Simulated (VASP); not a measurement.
Consider the following.

```
CdSe
1.0
    0.00000     2.78377     2.78377
    2.78377     0.00000     2.78377
    2.78377     2.78377     0.00000
Cd Se
1 1
Direct
  0.00000   0.00000   0.00000
  0.50000   0.50000   0.50000
```

All values below come from LDA (Ceperley-Alder, Perdew-Zunger), VASP's LDA PAW potentials (set 64) (plane waves; VASP 6.6.1). Settings: 400 eV cut-off, Gaussian smearing of 0.050 eV, potentials Cd Se.

Q: Predict the band gap (along the path) with the smallest direct gap where there is one.

A: 
- band gap (along the path): none (metal, semimetal or under 0.01 eV)

Only differences to runs with the same potentials and settings are physical.

The structure comes from a computed database's CdSe entry (Fm-3m); how it stands against other phases isn't given here. It was relaxed first, which changed the volume by -9 %.
